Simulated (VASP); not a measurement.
Output of a VASP run:

File OSZICAR:
```
       N       E                     dE             d eps       ncg     rms          rms(c)
DAV:   1     0.573633036839E+03    0.57363E+03   -0.28170E+04  1464   0.186E+03
DAV:   2     0.233894356782E+01   -0.57129E+03   -0.55153E+03  1440   0.515E+02
DAV:   3    -0.441987394246E+02   -0.46538E+02   -0.44740E+02  1556   0.155E+02
DAV:   4    -0.461256446913E+02   -0.19269E+01   -0.19034E+01  1636   0.295E+01
DAV:   5    -0.461760956758E+02   -0.50451E-01   -0.50424E-01  1744   0.449E+00    0.299E+01
DAV:   6    -0.389142751970E+02    0.72618E+01   -0.64121E+01  1784   0.636E+01    0.145E+01
DAV:   7    -0.379718301003E+02    0.94245E+00   -0.12184E+01  1636   0.323E+01    0.644E+00
DAV:   8    -0.379184492492E+02    0.53381E-01   -0.78943E-01  1636   0.748E+00    0.266E+00
DAV:   9    -0.378976202304E+02    0.20829E-01   -0.16113E-01  1608   0.286E+00    0.214E+00
DAV:  10    -0.379199128442E+02   -0.22293E-01   -0.26092E-02  1784   0.122E+00    0.169E+00
DAV:  11    -0.379283906025E+02   -0.84778E-02   -0.17832E-02  1652   0.874E-01    0.943E-01
DAV:  12    -0.379275489932E+02    0.84161E-03   -0.90659E-03  1808   0.644E-01    0.589E-01
DAV:  13    -0.379284491640E+02   -0.90017E-03   -0.23524E-03  1680   0.341E-01    0.179E-01
DAV:  14    -0.379286436860E+02   -0.19452E-03   -0.49842E-04  1732   0.142E-01    0.609E-02
DAV:  15    -0.379286554218E+02   -0.11736E-04   -0.12239E-04  1832   0.580E-02    0.237E-02
DAV:  16    -0.379286576385E+02   -0.22168E-05   -0.92108E-06  1596   0.232E-02    0.147E-02
DAV:  17    -0.379286574165E+02    0.22197E-06   -0.12214E-06   884   0.749E-03
   1 F= -.37928657E+02 E0= -.37926995E+02  d E =-.332548E-02  mag=     6.2514
```

**OUTCAR**
```
------------------------ aborting loop because EDIFF is reached ----------------------------------------
  FORCE on cell =-STRESS in cart. coord.  units (eV):
  Direction    XX          YY          ZZ          XY          YZ          ZX
  --------------------------------------------------------------------------------------
  Total       -3.1579597     -3.1579597     -3.1579597      0.0000000     -0.0000000      0.0000000
  in kB      -79.4036508    -79.4036508    -79.4036508      0.0000000     -0.0000000      0.0000000
  external PRESSURE =     -79.4036508 kB  Pullay stress =       0.0000000 kB
  volume of cell :       63.72
      direct lattice vectors                 reciprocal lattice vectors
     3.994161000  0.000000000  0.000000000     0.250365471  0.000000000  0.000000000
     0.000000000  3.994161000  0.000000000     0.000000000  0.250365471  0.000000000
     0.000000000  0.000000000  3.994161000     0.000000000  0.000000000  0.250365471
 POSITION                                       TOTAL-FORCE (eV/Angst)
 -----------------------------------------------------------------------------------
      0.00000      0.00000      0.00000         0.000000      0.000000      0.000000
      1.99708      1.99708      1.99708         0.000000      0.000000      0.000000
      0.00000      1.99708      1.99708         0.000000      0.000000      0.000000
      1.99708      1.99708      0.00000         0.000000      0.000000      0.000000
      1.99708      0.00000      1.99708         0.000000      0.000000      0.000000
 -----------------------------------------------------------------------------------
    total drift:                                0.000000      0.000000     -0.000000
  FREE ENERGIE OF THE ION-ELECTRON SYSTEM (eV)
  ---------------------------------------------------
  free  energy   TOTEN  =       -37.9286574165 eV

  energy  without entropy=      -37.9253319375  energy(sigma->0) =      -37.92699468

 total charge

# of ion       s       p       d       tot
------------------------------------------
    1        0.586   0.499   9.705  10.789
    2        0.896   1.567   0.000   2.463
    3        0.311   6.322   4.153  10.787
    4        0.311   6.322   4.153  10.787
    5        0.311   6.322   4.153  10.787
--------------------------------------------------
tot          2.415  21.032  22.165  45.613

 magnetization (x)

# of ion       s       p       d       tot
------------------------------------------
    1       -0.046  -0.066   0.047  -0.065
    2       -0.020  -0.116   0.000  -0.136
    3        0.010   0.014   2.041   2.066
    4        0.010   0.014   2.041   2.066
    5        0.010   0.014   2.041   2.066
--------------------------------------------------
tot         -0.035  -0.139   6.171   5.998
```
(Selected blocks of OUTCAR.)

POSCAR:
```
ZnCr3C
1
    3.9941610000     0.0000000000     0.0000000000
    0.0000000000     3.9941610000     0.0000000000
    0.0000000000     0.0000000000     3.9941610000
Zn C Cr
1 1 3
Direct
  0.0000000000   0.0000000000   0.0000000000
  0.5000000000   0.5000000000   0.5000000000
  0.0000000000   0.5000000000   0.5000000000
  0.5000000000   0.5000000000   0.0000000000
  0.5000000000   0.0000000000   0.5000000000
```

**Question.** Write an INCAR and KPOINTS that could have produced this output.

**Answer.** One answer among several that fit: the input of the run itself, PBE GGA, plane waves, VASP's PBE PAW potentials (set 64).

**INCAR**
```
SYSTEM = ZnCr3C
PREC = Accurate
ENCUT = 520
EDIFF = 1E-6
NELM = 100
ALGO = Normal
LREAL = .FALSE.
LASPH = .TRUE.
ISMEAR = 0
SIGMA = 0.05
GGA = PE
LMAXMIX = 4
ISPIN = 2
MAGMOM = 0.0 0.0 3.0 3.0 3.0
LORBIT = 10
LWAVE = .FALSE.
LCHARG = .FALSE.
ISIF = 2
```

KPOINTS:
```
kpoints
0
G
5 5 5
```

POTCAR, in this order: Zn C Cr_pv (PBE.64 set). Program: vasp_std.

The moments were started parallel, and other spin orders were not tried in this run.

The structure was generated: ZnCr3C was put into the cubic-perovskite type (Pm-3m), which need not be its known phase. The cell was not relaxed at this level. The k-mesh is coarse (spacing up to 0.31 per Å, 2π included), so the numbers may not be converged in it.
